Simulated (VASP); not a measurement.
# FeNi3 (Awaruite): structure and properties in VASP, part 2 of 5

Aim: relax FeNi3 (Awaruite), then compute properties on the relaxed cell. The start is a cell from a database of measured crystal structures.

VASP 6.6.1; LAK, spin-polarised from a ferromagnetic start; plane waves and PAW (Ni, Fe).

Still holding for the runs below: The magnetic state follows from one typed start and may not be the lowest. The k-mesh is coarse for a metal.

So far, moment of the cell, from the last line of the log (μB): step 2 (full relaxation (LAK)) 5.53.

## 3. Second relaxation

The basis stayed that of the start cell while the cell moved. A rerun from the cell reached resets it; the error of the finite cutoff stays.

INCAR reads:

```
SYSTEM = FeNi3
PREC = Accurate
ENCUT = 400
EDIFF = 1E-06
NELM = 100
ISMEAR = -1
SIGMA = 0.05
LREAL = .FALSE.
ALGO = Normal
METAGGA = LAK
LASPH = .TRUE.
NBANDS = 27
ISPIN = 2
MAGMOM = 1 1 1 3
LMAXMIX = 4
LORBIT = 11
LWAVE = .FALSE.
LCHARG = .FALSE.
KPAR = 2
IBRION = 2
NSW = 60
ISIF = 3
EDIFFG = -0.01
```

POSCAR reads:

```
FeNi3
1.0
    3.5766328123      0.0000000000      0.0000000000
    0.0000000000      3.5766328123      0.0000000000
    0.0000000000      0.0000000000      3.5766328123
Ni Fe
3 1
Direct
    0.5000000000      0.5000000000      0.0000000000
    0.5000000000      0.0000000000      0.5000000000
    0.0000000000      0.5000000000      0.5000000000
    0.0000000000      0.0000000000      0.0000000000
```

KPOINTS reads:

```
Automatic mesh
0
Gamma
6 6 6
0 0 0
```

The projector-augmented-wave data sets are Ni and Fe (PBE family, release 64).

Run with:

```sh
$ mpirun -np 2 vasp_std
```

Log:

```text
[banner, memory and clock lines left out]
running    2 mpi-ranks, on    1 nodes
 distrk:  each k-point on    1 cores,    2 groups
 distr:  one band on    1 cores,    1 groups

 POSCAR found type information on POSCAR NiFe
 POSCAR found :  2 types and       4 ions
 [... a notice as in an earlier step ...]

 LDA part: xc-table for (None), standard interpolation
 POSCAR, INCAR and KPOINTS ok, starting setup
 FFT: planning ... GRIDC
 FFT: planning ... GRID_SOFT
 FFT: planning ... GRID
 WAVECAR not read
 entering main loop
       N       E                     dE             d eps       ncg     rms          rms(c)
DAV:   1     0.261845408292E+03    0.26185E+03   -0.15141E+04  2328   0.167E+03
DAV:   2     0.222195118817E+02   -0.23963E+03   -0.22895E+03  2160   0.327E+02
DAV:   3     0.982752873721E+01   -0.12392E+02   -0.11738E+02  2237   0.104E+02
DAV:   4     0.966928657997E+01   -0.15824E+00   -0.15795E+00  2414   0.123E+01
DAV:   5     0.966359868514E+01   -0.56879E-02   -0.56875E-02  3059   0.190E+00    0.274E+01
DAV:   6     0.229981905463E+02    0.13335E+02   -0.11216E+02  2325   0.177E+02    0.415E+01
DAV:   7     0.245467111109E+02    0.15485E+01   -0.35907E+01  2574   0.136E+02    0.305E+01
DAV:   8     0.299184181913E+02    0.53717E+01   -0.19554E+01  2782   0.625E+01    0.818E+00
DAV:   9     0.289959280816E+02   -0.92249E+00   -0.21090E+00  2751   0.179E+01    0.278E+00
DAV:  10     0.288267229101E+02   -0.16921E+00   -0.46255E-01  3098   0.120E+01    0.294E+00
DAV:  11     0.288605220560E+02    0.33799E-01   -0.95642E-02  2830   0.498E+00    0.179E+00
DAV:  12     0.288527634165E+02   -0.77586E-02   -0.56411E-02  2821   0.325E+00    0.869E-01
DAV:  13     0.288493137044E+02   -0.34497E-02   -0.91259E-03  2697   0.183E+00    0.468E-01
DAV:  14     0.288461797299E+02   -0.31340E-02   -0.76103E-03  2562   0.164E+00    0.205E-01
DAV:  15     0.288462047276E+02    0.24998E-04   -0.16563E-03  2383   0.595E-01    0.892E-02
DAV:  16     0.288463309829E+02    0.12626E-03   -0.12814E-04  2524   0.167E-01    0.434E-02
DAV:  17     0.288465650961E+02    0.23411E-03   -0.47103E-05  2802   0.104E-01    0.224E-02
DAV:  18     0.288465904666E+02    0.25371E-04   -0.13366E-05  2378   0.764E-02    0.115E-02
DAV:  19     0.288466030562E+02    0.12590E-04   -0.49119E-06  2199   0.326E-02    0.998E-03
DAV:  20     0.288466023822E+02   -0.67402E-06   -0.11160E-06  1372   0.246E-02
   1 F= 0.28846602E+02 E0= 0.28855041E+02  d E =0.288466E+02  mag=     5.5330
 curvature:   0.00 expect dE= 0.000E+00 dE for cont linesearch  0.000E+00
 trial: gam= 0.00000 g(F)=  0.000E+00 g(S)=  0.673E-06 ort = 0.000E+00 (trialstep = 0.100E+01)
 search vector abs. value=  0.673E-06
 reached required accuracy - stopping structural energy minimisation
```

Elapsed: 90 s, on 2 MPI ranks of Intel Xeon Platinum 8488C (Sapphire Rapids), shared host; peak memory 0.32 GiB; 2.9 min of CPU time.

Parts of OUTCAR (step 3):

```text
  LATTYP: Found a simple cubic cell.
 ALAT       =     3.5766328123

The static configuration has the point symmetry O_h .

 Found     20 irreducible k-points:

   ENCUT  =  400.0 eV  29.40 Ry    5.42 a.u.   5.83  5.83  5.83*2*pi/ulx,y,z

   NELECT =      38.0000    total number of electrons

 E-fermi :   8.8547

 spin component 1
 k-point     1 :       0.0000    0.0000    0.0000
  band No.  band energies     occupation
    ...
     17       6.9634      1.00000
     18       7.0816      1.00000
     19       7.0817      1.00000
     20       7.0817      1.00000
     21       7.1009      1.00000
     22      11.2423      0.00000
     23      11.2423      0.00000
     24      11.2423      0.00000
     25      17.2997      0.00000
     26      17.2997      0.00000
    ...

 k-point     2 :       0.1667    0.0000    0.0000
  band No.  band energies     occupation
    ...
     17       6.8687      1.00000
     18       6.9050      1.00000
     19       6.9175      1.00000
     20       7.0096      1.00000
     21       7.0822      1.00000
     22       9.5063      0.00000
     23      12.0577      0.00000
     24      12.0577      0.00000
     25      17.3985      0.00000
     26      17.5761      0.00000
    ...

 k-point     3 :       0.3333    0.0000    0.0000
  band No.  band energies     occupation
    ...
     18       6.6811      1.00000
     19       6.8970      1.00000
     20       6.9094      1.00000
     21       7.0827      1.00000
     22       7.1211      1.00000
     23      13.9068      0.00000
     24      13.9069      0.00000
     25      17.7085      0.00000
     26      17.8551      0.00000
     27      18.9161      0.00000

 k-point     4 :       0.5000    0.0000    0.0000
  band No.  band energies     occupation
    ...
     18       6.4003      1.00000
     19       6.4543      1.00000
     20       6.8759      1.00000
     21       6.8933      1.00000
     22       7.0829      1.00000
     23      16.2403      0.00000
     24      16.2403      0.00000
     25      16.2691      0.00000
     26      16.2692      0.00000
     27      18.1048      0.00000

  Total        0.0043122      0.0043122      0.0043122      0.0000000     -0.0000000      0.0000000
  in kB        0.1510030      0.1510030      0.1510030      0.0000000     -0.0000000      0.0000000
  external PRESSURE =       0.1510030 kB  Pullay stress =       0.0000000 kB

  energy-cutoff  :      400.00
  volume of cell :       45.75
      direct lattice vectors                 reciprocal lattice vectors
     3.576632812  0.000000000  0.000000000     0.279592581  0.000000000  0.000000000
     0.000000000  3.576632812  0.000000000     0.000000000  0.279592581  0.000000000
     0.000000000  0.000000000  3.576632812     0.000000000  0.000000000  0.279592581

 POSITION                                       TOTAL-FORCE (eV/Angst)
 -----------------------------------------------------------------------------------
      1.78832      1.78832      0.00000         0.000000      0.000000      0.000000
      1.78832      0.00000      1.78832         0.000000      0.000000      0.000000
      0.00000      1.78832      1.78832         0.000000      0.000000      0.000000
      0.00000      0.00000      0.00000         0.000000      0.000000      0.000000
 -----------------------------------------------------------------------------------
    total drift:                                0.000000     -0.000000     -0.000000

  FREE ENERGIE OF THE ION-ELECTRON SYSTEM (eV)
  ---------------------------------------------------
  free  energy   TOTEN  =        28.8466023822 eV

  energy  without entropy=       28.8634800339  energy(sigma->0) =       28.85504121

 total charge
# of ion       s       p       d       tot
------------------------------------------
    1        0.523   0.548   8.270   9.341
    2        0.523   0.548   8.270   9.341
    3        0.523   0.548   8.270   9.341
    4        0.472   0.533   5.967   6.972
--------------------------------------------------
tot          2.040   2.177  30.777  34.994

 magnetization (x)
# of ion       s       p       d       tot
------------------------------------------
    1       -0.032  -0.112   0.971   0.827
    2       -0.032  -0.112   0.971   0.827
    3       -0.032  -0.112   0.971   0.827
    4        0.021  -0.048   3.339   3.312
--------------------------------------------------
tot         -0.077  -0.385   6.254   5.792

[... 5 parts as in an earlier step ...]

[... 10 further parts left out ...]
```

CONTCAR:

```
FeNi3
   1.00000000000000
     3.5766328123000002    0.0000000000000000    0.0000000000000000
     0.0000000000000000    3.5766328123000002    0.0000000000000000
     0.0000000000000000    0.0000000000000000    3.5766328123000002
  Ni              Fe
     3     1
Direct
     0.5000000000000000    0.5000000000000000    0.0000000000000000
     0.5000000000000000    0.0000000000000000    0.5000000000000000
     0.0000000000000000    0.5000000000000000    0.5000000000000000
     0.0000000000000000    0.0000000000000000    0.0000000000000000
```

Little changed from the start: no atom moved by 0.005 Å and no cell edge by 0.1 %.

Numbers from this step:

* free energy (TOTEN): 28.85 eV
* pressure: 0.01510 GPa
* moment of the cell, from the last line of the log: 5.533 μB
* SCF cycles over all ionic steps: 20

It ends with forces that vanish by symmetry and a pressure of 0.02 GPa. The volume moved by under 0.01 %: the run met its threshold at the first step.

## 4. Density, ELF and potential (LAK)

The relaxed cell gets a fresh self-consistent run, on a basis set for its own volume, to fix the density and to check the remaining stress.

INCAR: that of step 3 with these lines changed.

```diff
@@ -17,7 +17,5 @@
 LWAVE = .FALSE.
-LCHARG = .FALSE.
-KPAR = 2
-IBRION = 2
-NSW = 60
-ISIF = 3
-EDIFFG = -0.01
+LCHARG = .TRUE.
+ISIF = 2
+LELF = .TRUE.
+LVHAR = .TRUE.
```

POSCAR is that of step 3.

KPOINTS is that of step 3.

Run with:

```sh
$ mpirun -np 2 vasp_std
```

Log:

```text
[banner, memory and clock lines left out]
running    2 mpi-ranks, on    1 nodes
 distrk:  each k-point on    2 cores,    1 groups
 distr:  one band on    1 cores,    2 groups

 POSCAR found type information on POSCAR NiFe
 POSCAR found :  2 types and       4 ions
 [... a notice as in an earlier step ...]

 LDA part: xc-table for (None), standard interpolation
|                                                                             |
|           W    W    AA    RRRRR   N    N  II  N    N   GGGG   !!!           |
|           W    W   A  A   R    R  NN   N  II  NN   N  G    G  !!!           |
|           W    W  A    A  R    R  N N  N  II  N N  N  G       !!!           |
|           W WW W  AAAAAA  RRRRR   N  N N  II  N  N N  G  GGG   !            |
|           WW  WW  A    A  R   R   N   NN  II  N   NN  G    G                |
|           W    W  A    A  R    R  N    N  II  N    N   GGGG   !!!           |
|                                                                             |
|     The number of bands has been changed from the values supplied in        |
|     The orbitals not found in the WAVECAR file will be initialized with     |
|     random numbers, which is usually adequate. For correlated               |
|     calculations, however, you should redo the groundstate calculation.     |
|     I found NBANDS = 27. Now, NBANDS = 28.                                  |
|                                                                             |

 POSCAR, INCAR and KPOINTS ok, starting setup
 FFT: planning ... GRIDC
 FFT: planning ... GRID_SOFT
 FFT: planning ... GRID
 WAVECAR not read
 entering main loop
       N       E                     dE             d eps       ncg     rms          rms(c)
DAV:   1     0.268511500964E+03    0.26851E+03   -0.14846E+04  2368   0.162E+03
DAV:   2     0.232769684485E+02   -0.24523E+03   -0.23334E+03  2240   0.323E+02
DAV:   3     0.983938306670E+01   -0.13438E+02   -0.12746E+02  2340   0.105E+02
DAV:   4     0.966988515840E+01   -0.16950E+00   -0.16935E+00  2468   0.125E+01
DAV:   5     0.966361004654E+01   -0.62751E-02   -0.62746E-02  3200   0.191E+00    0.274E+01
DAV:   6     0.230099240105E+02    0.13346E+02   -0.10132E+02  2424   0.171E+02    0.415E+01
DAV:   7     0.245281021426E+02    0.15182E+01   -0.33726E+01  2596   0.131E+02    0.305E+01
DAV:   8     0.299069439012E+02    0.53788E+01   -0.18561E+01  2864   0.604E+01    0.816E+00
DAV:   9     0.289948213641E+02   -0.91212E+00   -0.19351E+00  2812   0.171E+01    0.277E+00
DAV:  10     0.288266495842E+02   -0.16817E+00   -0.41023E-01  3092   0.116E+01    0.293E+00
DAV:  11     0.288607337335E+02    0.34084E-01   -0.98460E-02  2904   0.487E+00    0.178E+00
DAV:  12     0.288526004336E+02   -0.81333E-02   -0.50570E-02  2888   0.311E+00    0.873E-01
DAV:  13     0.288493646531E+02   -0.32358E-02   -0.87235E-03  2864   0.176E+00    0.466E-01
DAV:  14     0.288461933054E+02   -0.31713E-02   -0.72181E-03  2620   0.158E+00    0.215E-01
DAV:  15     0.288462006220E+02    0.73165E-05   -0.16038E-03  2456   0.582E-01    0.869E-02
DAV:  16     0.288463394920E+02    0.13887E-03   -0.12777E-04  2668   0.153E-01    0.462E-02
DAV:  17     0.288465680337E+02    0.22854E-03   -0.47134E-05  2876   0.113E-01    0.251E-02
DAV:  18     0.288465851973E+02    0.17164E-04   -0.12918E-05  2436   0.722E-02    0.106E-02
DAV:  19     0.288465989235E+02    0.13726E-04   -0.52349E-06  2296   0.302E-02    0.127E-02
DAV:  20     0.288466013572E+02    0.24338E-05   -0.11874E-06  1456   0.259E-02    0.467E-03
DAV:  21     0.288465988056E+02   -0.25516E-05   -0.36783E-07  1180   0.948E-03    0.302E-03
DAV:  22     0.288465920355E+02   -0.67701E-05   -0.11544E-07  1164   0.358E-03    0.263E-03
DAV:  23     0.288465856777E+02   -0.63578E-05   -0.32398E-08  1156   0.434E-03    0.101E-03
DAV:  24     0.288465874492E+02    0.17715E-05   -0.31437E-08  1152   0.223E-03    0.960E-04
DAV:  25     0.288465878024E+02    0.35324E-06   -0.80451E-09  1144   0.124E-03
   1 F= 0.28846588E+02 E0= 0.28855027E+02  d E =-.168789E-01  mag=     5.5330
```

Run time: 79 s. Hardware: 2 MPI ranks; peak memory 0.27 GiB; 2.6 min of CPU time.

From OUTCAR (step 4):

```text
The static configuration has the point symmetry O_h .

 Found     20 irreducible k-points:

   k-points           NKPTS =     20   k-points in BZ     NKDIM =     20   number of bands    NBANDS=     28

   NELECT =      38.0000    total number of electrons

 E-fermi :   8.8545

 spin component 1
 k-point     1 :       0.0000    0.0000    0.0000
  band No.  band energies     occupation
    ...
     17       6.9631      1.00000
     18       7.0814      1.00000
     19       7.0814      1.00000
     20       7.0814      1.00000
     21       7.1007      1.00000
     22      11.2423      0.00000
     23      11.2424      0.00000
     24      11.2424      0.00000
     25      17.2996      0.00000
     26      17.2996      0.00000
    ...

 k-point     2 :       0.1667    0.0000    0.0000
  band No.  band energies     occupation
    ...
     17       6.8684      1.00000
     18       6.9048      1.00000
     19       6.9172      1.00000
     20       7.0094      1.00000
     21       7.0819      1.00000
     22       9.5063      0.00000
     23      12.0577      0.00000
     24      12.0577      0.00000
     25      17.3984      0.00000
     26      17.5761      0.00000
    ...

 k-point     3 :       0.3333    0.0000    0.0000
  band No.  band energies     occupation
    ...
     18       6.6809      1.00000
     19       6.8969      1.00000
     20       6.9091      1.00000
     21       7.0825      1.00000
     22       7.1210      1.00000
     23      13.9068      0.00000
     24      13.9069      0.00000
     25      17.7085      0.00000
     26      17.8550      0.00000
     27      18.9161      0.00000
    ...

 k-point     4 :       0.5000    0.0000    0.0000
  band No.  band energies     occupation
    ...
     18       6.4001      1.00000
     19       6.4541      1.00000
     20       6.8756      1.00000
     21       6.8931      1.00000
     22       7.0827      1.00000
     23      16.2403      0.00000
     24      16.2403      0.00000
     25      16.2691      0.00000
     26      16.2691      0.00000
     27      18.0231      0.00000
    ...

  Total        0.0183196      0.0183196      0.0183196      0.0000000     -0.0000000      0.0000000
  in kB        0.6415099      0.6415099      0.6415099      0.0000000     -0.0000000      0.0000000
  external PRESSURE =       0.6415099 kB  Pullay stress =       0.0000000 kB

  FREE ENERGIE OF THE ION-ELECTRON SYSTEM (eV)
  ---------------------------------------------------
  free  energy   TOTEN  =        28.8465878024 eV

  energy  without entropy=       28.8634666703  energy(sigma->0) =       28.85502724

[... 10 parts as in an earlier step ...]

[... 9 further parts left out ...]
```

With spin, VASP writes an ELF for each channel.

Numbers from this step:

| Property | Result |
| --- | --- |
| SCF cycles | 25 |
| bands | 28 |
| Fermi energy | 8.854 eV |
| pressure | 0.06415 GPa |

Valence electrons inside each PAW sphere by angular momentum. Sphere charges, by row:

```
atom  s (e)  p (e)  d (e)  tot (e)
 Ni1  0.523  0.548   8.27    9.341
 Ni2  0.523  0.548   8.27    9.341
 Ni3  0.523  0.548   8.27    9.341
 Fe4  0.472  0.533  5.967    6.972
```

Spin density in the ac plane at fractional y = 0.000, with atoms of Ni and Fe within 0.2 Å of it.

Values in e/Å³, 14 rows by 14 columns, each cell a mean:
```
4.1 3.0 1.4 0.3 0.0 0.0 0.0 0.0 0.0 0.0 0.1 0.5 1.7 3.3
2.1 1.5 0.6 0.1 0.0 0.0 0.0 0.0 0.0 0.0 0.0 0.2 0.8 1.7
0.7 0.4 0.2 0.0 0.0 0.0 0.0 0.0 0.0 0.0 0.0 0.1 0.2 0.5
0.1 0.1 0.0 0.0 0.0 0.0 0.0 0.1 0.0 0.0 0.0 0.0 0.0 0.1
0.0 0.0 0.0 0.0 0.0 0.1 0.3 0.5 0.3 0.1 0.0 0.0 0.0 0.0
0.0 0.0 0.0 0.0 0.0 0.4 1.0 1.3 0.9 0.3 0.0 0.0 0.0 0.0
0.0 0.0 0.0 0.0 0.1 0.6 1.5 1.9 1.3 0.5 0.1 0.0 0.0 0.0
0.0 0.0 0.0 0.0 0.1 0.4 1.1 1.5 1.0 0.3 0.0 0.0 0.0 0.0
0.0 0.0 0.0 0.0 0.0 0.1 0.4 0.6 0.4 0.1 0.0 0.0 0.0 0.0
0.1 0.0 0.0 0.0 0.0 0.0 0.1 0.1 0.0 0.0 0.0 0.0 0.0 0.0
0.4 0.3 0.1 0.0 0.0 0.0 0.0 0.0 0.0 0.0 0.0 0.0 0.1 0.3
1.8 1.2 0.5 0.1 0.0 0.0 0.0 0.0 0.0 0.0 0.0 0.2 0.6 1.4
3.8 2.7 1.2 0.3 0.0 0.0 0.0 0.0 0.0 0.0 0.1 0.4 1.5 3.0
5.1 3.8 1.8 0.4 0.1 0.0 0.0 0.0 0.0 0.0 0.1 0.7 2.1 4.1
```
Columns run along a (3.6 Å), rows up along c (3.6 Å). Atoms in or near the plane, at fractional coordinates: Ni at (0.50, 0.50), Fe at (0.00, 0.00).

Electrostatic potential energy in the ac plane at fractional y = 0.000, with atoms of Ni and Fe within 0.2 Å of it. With pseudopotentials it is smooth inside the atoms' cores, unlike the true potential.

Values in eV, 14 rows by 14 columns, each cell a mean:
```
-32 -29 -22 -14  -4   0   2   2   2   0  -6 -16 -24 -30
-26 -23 -18 -10  -3   0   1   1   1   0  -4 -12 -19 -24
-18 -15 -11  -5  -2  -2  -2  -3  -2  -2  -3  -6 -12 -16
 -7  -6  -4  -2  -4  -8 -13 -15 -12  -7  -3  -3  -4  -6
  0   0  -1  -2  -9 -22 -40 -49 -37 -19  -7  -2   0   0
  2   1   0  -4 -16 -43 -68 -74 -64 -37 -12  -2   1   2
  2   2   1  -5 -21 -57 -74 -74 -74 -49 -15  -3   1   2
  2   2   0  -4 -18 -47 -70 -74 -68 -40 -13  -2   1   2
  0   0   0  -3 -10 -26 -47 -57 -43 -22  -8  -2   0   0
 -5  -4  -2  -2  -5 -10 -18 -21 -16  -9  -4  -2  -3  -4
-15 -13  -9  -4  -2  -3  -4  -5  -4  -2  -2  -5 -10 -14
-24 -22 -17  -9  -2   0   0   1   0  -1  -4 -11 -18 -22
-31 -28 -22 -13  -4   0   2   2   1   0  -6 -15 -23 -29
-34 -31 -24 -15  -5   0   2   2   2   0  -7 -18 -26 -32
```
Columns run along a (3.6 Å; values clipped at the 3rd and 97th percentile), rows up along c (3.6 Å). Atoms in or near the plane, at fractional coordinates: Ni at (0.50, 0.50), Fe at (0.00, 0.00).

ELF of up spins in the ac plane at fractional y = 0.000, with atoms of Ni and Fe within 0.2 Å of it. It is the smooth field of the valence electrons, not physical close to the nuclei.

Ten even steps from '0' (0.00) to '9' (0.28), each cell a mean:
```
00266799976520
12566787876642
56666666666665
66666665666666
67766421256677
99765200026689
99765100015679
99765100026689
77766411246677
66666655566666
66666666666666
13566777776652
00366799976620
20166799966510
```
Columns run along a (3.6 Å), rows up along c (3.6 Å). Atoms in or near the plane, at fractional coordinates: Ni at (0.50, 0.50), Fe at (0.00, 0.00).

In this run the pressure is 0.06 GPa, small enough to go on.

(Continued in part 3 of 5.)

[Lines on the potential files, build, host, timing and source positions are cut from VASP's logs without a mark.]

[Logs are printed without paths, hosts, clocks, repeated set-up lines and the standing remarks that a program may print on its own settings, such as how far it seeks lower states.]

[Hosts, paths, dates, database ids (printed as entryN), source tags and the programs' standing remarks are cut or masked in the printed files.]

[A measured line is paired with the nearest computed mode of its activity, which favours agreement.]
